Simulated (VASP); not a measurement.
# TiO2 (Anatase): cell size against the level of theory, part 3 of 3

How close do the usual functionals, with and without dispersion, come to the cell of TiO2 (Anatase)? The start is a cell from a database of measured crystal structures.

VASP 6.6.1, plane waves and PAW; the level of theory is named at each step.

So far. Step 3 (Relaxation with LDA): It ends at 11.08 Å³/atom, -2.5 % from the start, with -0.02 GPa left. The conventional cell has a = 3.746 and c = 9.470 Å. Step 4 (Relaxation with r2SCAN): It ends at 11.45 Å³/atom, +0.8 % from the start, with 0.07 GPa left. The conventional cell has a = 3.786 and c = 9.585 Å.

## 5. Relaxation with PBE + D3(BJ)

This step: PBE with D3(BJ); plane waves and PAW (Ti_sv, O) (VASP 6.6.1).

A dispersion term adds the long-range attraction that semilocal functionals lack. D3 with Becke-Johnson damping keeps a finite attraction at short range.

INCAR

```
SYSTEM = TiO2
PREC = Accurate
ENCUT = 560
EDIFF = 1E-06
NELM = 100
ISMEAR = -1
SIGMA = 0.05
LREAL = .FALSE.
ALGO = Normal
GGA = PE
IVDW = 12
NBANDS = 30
LASPH = .TRUE.
LORBIT = 11
LWAVE = .FALSE.
LCHARG = .FALSE.
KPAR = 2
IBRION = 2
NSW = 60
ISIF = 3
EDIFFG = -0.01
```

POSCAR

```
TiO2
1.0
    0.0000000000     -3.7850000000      0.0000000000
   -3.7850000000      0.0000000000      0.0000000000
    1.8925000000     -1.8925000000     -4.7598000000
Ti O
2 4
Direct
    0.0000000000      0.0000000000      0.0000000000
    0.7500000000      0.7500000000      0.5000000000
    0.2101700000      0.7898300000      0.5796600000
    0.9601700000      0.5398300000      0.0796600000
    0.5398300000      0.9601700000      0.9203400000
    0.7898300000      0.2101700000      0.4203400000
```

KPOINTS

```
Automatic mesh
0
Gamma
6 6 6
0 0 0
```

PAW data sets: Ti_sv and O (PBE family, release 64).

The run is started by

```bash
mpirun -np 2 vasp_std
```

Log:

```text
[... set-up lines as in an earlier step ...]
 entering main loop
       N       E                     dE             d eps       ncg     rms          rms(c)
[... 16 cycles as in an earlier step ...]
   1 F= -.55183131E+02 E0= -.55183131E+02  d E =-.551831E+02
[... from here on, the cycles between the ionic steps are left out ...]
   2 F= -.55188082E+02 E0= -.55188082E+02  d E =-.495172E-02
   3 F= -.55188827E+02 E0= -.55188827E+02  d E =-.569601E-02
   4 F= -.55189298E+02 E0= -.55189298E+02  d E =-.470880E-03
   5 F= -.55189356E+02 E0= -.55189356E+02  d E =-.529170E-03
   6 F= -.55189940E+02 E0= -.55189940E+02  d E =-.584085E-03
   7 F= -.55190695E+02 E0= -.55190695E+02  d E =-.133889E-02
   8 F= -.55190567E+02 E0= -.55190567E+02  d E =0.128002E-03
   9 F= -.55190788E+02 E0= -.55190788E+02  d E =-.928953E-04
  10 F= -.55190779E+02 E0= -.55190779E+02  d E =0.892325E-05
  11 F= -.55190805E+02 E0= -.55190805E+02  d E =-.173639E-04
[...]
reached required accuracy - stopping structural energy minimisation
```

Elapsed: 99 s, on 2 MPI ranks of Intel Xeon 6975P-C (Granite Rapids), shared host; peak memory 0.46 GiB; 3.3 min of CPU time.

OUTCAR, selected parts (step 5):

```text
 Edisp (eV)   -1.34134

 Edisp (eV)   -1.34042

  Total       0.02112     0.02112     0.00002     0.00000     0.00000     0.00000
  in kB       0.49154     0.49154     0.00049     0.00000     0.00000     0.00000
  external pressure =        0.33 kB  Pullay stress =        0.00 kB

 POSITION                                       TOTAL-FORCE (eV/Angst)
 -----------------------------------------------------------------------------------
      0.00000     -0.00000     -0.00000        -0.000000      0.000000      0.000000
     -1.89574     -3.79147     -2.39437         0.000000     -0.000000      0.000000
     -1.89574     -1.89574     -2.79481         0.000000     -0.000000     -0.004150
     -1.89574     -3.79147     -0.40044         0.000000     -0.000000     -0.004150
     -1.89574     -3.79147     -4.38830        -0.000000      0.000000      0.004150
      0.00000     -3.79147     -1.99393        -0.000000      0.000000      0.004150
 -----------------------------------------------------------------------------------
    total drift:                               -0.000000     -0.000000     -0.000000

  FREE ENERGIE OF THE ION-ELECTRON SYSTEM (eV)
  ---------------------------------------------------
  free  energy   TOTEN  =       -55.1908050821 eV

  energy  without entropy=      -55.1908050820  energy(sigma->0) =      -55.19080508

[... 2 parts as in an earlier step ...]

[... 2 further parts left out ...]
[key lines of the parts left out:]
E-fermi :   4.3555
```

The steps of the relaxation:

| step | energy less that of the first step (eV) | largest force (eV/Å) | pressure (GPa) | volume (Å³) |
| --- | --- | --- | --- | --- |
| 1 | 0.0000 | 0.1758 | 1.10 | 68.19 |
| 2 | -0.0050 | 0.0239 | -0.87 | 68.96 |
| 3 | -0.0057 | 0.0648 | -0.36 | 68.75 |
| 4 | -0.0062 | 0.0038 | 0.39 | 68.58 |
| 5 | -0.0062 | 0.0126 | 0.26 | 68.62 |
| 6 | -0.0068 | 0.0032 | 0.20 | 68.67 |
| 7 | -0.0076 | 0.0239 | 0.12 | 68.83 |
| 8 | -0.0074 | 0.0359 | -0.36 | 68.94 |
| 9 | -0.0077 | 0.0007 | -0.11 | 68.87 |
| 10 | -0.0076 | 0.0088 | 0.11 | 68.80 |
| 11 | -0.0077 | 0.0041 | 0.03 | 68.84 |

| conventional cell, symmetrised | before | after | change |
| --- | --- | --- | --- |
| a (Å) | 3.785 | 3.791 | +0.2 % |
| b (Å) | 3.785 | 3.791 | +0.2 % |
| c (Å) | 9.520 | 9.577 | +0.6 % |
| volume (Å³/atom) | 11.36 | 11.47 | +1.0 % |

The atoms that moved most (Å, as changes of fractional coordinates times the final cell):

| atom | dx | dy | dz | length |
| --- | --- | --- | --- | --- |
| O5 | 0.000 | 0.000 | 0.019 | 0.019 |
| O4 | 0.000 | 0.000 | -0.019 | 0.019 |
| O3 | 0.000 | 0.000 | -0.019 | 0.019 |
| O6 | 0.000 | 0.000 | 0.019 | 0.019 |

Final coordinates:

```xyz
6
Lattice="0.0000 -3.7915 0.0000 -3.7915 0.0000 0.0000 1.8957 -1.8957 -4.7887" Properties=species:S:1:pos:R:3 pbc="T T T"
Ti    0.0000    0.0000    0.0000
Ti   -1.8957   -3.7915   -2.3944
O    -1.8957   -1.8957   -2.7948
O    -1.8957   -3.7915   -0.4004
O    -1.8957   -3.7915   -4.3883
O     0.0000   -3.7915   -1.9939
```

It ends at 11.47 Å³/atom, +1.0 % from the start, with 0.03 GPa left. The conventional cell has a = 3.791 and c = 9.577 Å. Against plain PBE, the dispersion term moves a by -0.3 % and c by -1.4 %.

## 6. The cells as a table

This step: relaxed cells at several levels; plane waves and PAW (VASP 6.6.1).

This step runs nothing: it gathers the runs above.

Lengths are those of the conventional cell; cost is the wall time of each run, as given at its step, times its ranks, without the set-up around it. Results by level, by row:

| level | volume (Å³/atom) | change from the start (%) | a (Å) | c (Å) | cost (core minutes) |
| --- | --- | --- | --- | --- | --- |
| PBE | 11.7 | 3 | 3.803 | 9.711 | 3.2 |
| LDA | 11.08 | -2.5 | 3.746 | 9.47 | 3.1 |
| r2SCAN | 11.45 | 0.8 | 3.786 | 9.585 | 11.4 |
| PBE + D3(BJ) | 11.47 | 1 | 3.791 | 9.577 | 3.3 |

## 7. Outcome

```json
{
 "volume, PBE": "11.70 Å³/atom",
 "volume, LDA": "11.08 Å³/atom",
 "volume, r2SCAN": "11.45 Å³/atom",
 "volume, PBE + D3(BJ)": "11.47 Å³/atom"
}
```

For TiO2 (Anatase) the levels give volumes between 11.08 Å³/atom (LDA) and 11.70 Å³/atom (PBE), a spread of 5.6 %, while the cost of the finished runs spans a factor of 3.7. Within 1 % of experiment on every length: LDA, r2SCAN and PBE + D3(BJ). The nearest, PBE + D3(BJ), is among the cheap ones. Thermal and zero-point expansion, often some tenths of a per cent in length, bear on this order: with the measured lengths lowered by an assumed 0.4 % the nearest becomes LDA. The costs hold the number of ionic steps as well as the price of the functional. Adding D3(BJ) to PBE changes the volume by -1.9 % (a by -0.3 % and c by -1.4 %). Within 0.02 Å all end in space group I4_1/amd; the runs can't lower the symmetry of the start. Each is a single relaxation on the plane waves of the start cell, so larger changes of volume carry a basis-set error that was not tested here.

Comparison with the measured values:

```
              quantity  measured             PBE             LDA          r2SCAN    PBE + D3(BJ)
lattice constant a (Å)     3.782  3.803 (+0.5 %)  3.746 (-0.9 %)  3.786 (+0.1 %)  3.791 (+0.3 %)
lattice constant c (Å)     9.502  9.711 (+2.2 %)  9.470 (-0.3 %)  9.585 (+0.9 %)  9.577 (+0.8 %)
```

Measured values from pmc:7952686 (2021).

**Verdict.** For the lattice constant a, of the levels listed nearest comes r2SCAN (+0.1 %, good agreement) and farthest LDA (-0.9 %, fair agreement). For the lattice constant c, of the levels listed nearest comes LDA (-0.3 %, good agreement) and farthest PBE (+2.2 %, a clear miss). The grades are ours: good and fair within 0.7 and 1.5 % for the lattice constant a and 0.8 and 2 % for the lattice constant c. For lattice constants the calculation has a static lattice, without zero-point motion or thermal expansion.

[Lines on the potential files, build, host, timing and source positions are cut from VASP's logs without a mark.]

[Logs are printed without paths, hosts, clocks, repeated set-up lines and the standing remarks that a program may print on its own settings, such as how far it seeks lower states.]

[Hosts, paths, dates, database ids (printed as entryN), source tags and the programs' standing remarks are cut or masked in the printed files.]

[A measured line is paired with the nearest computed mode of its activity, which favours agreement.]
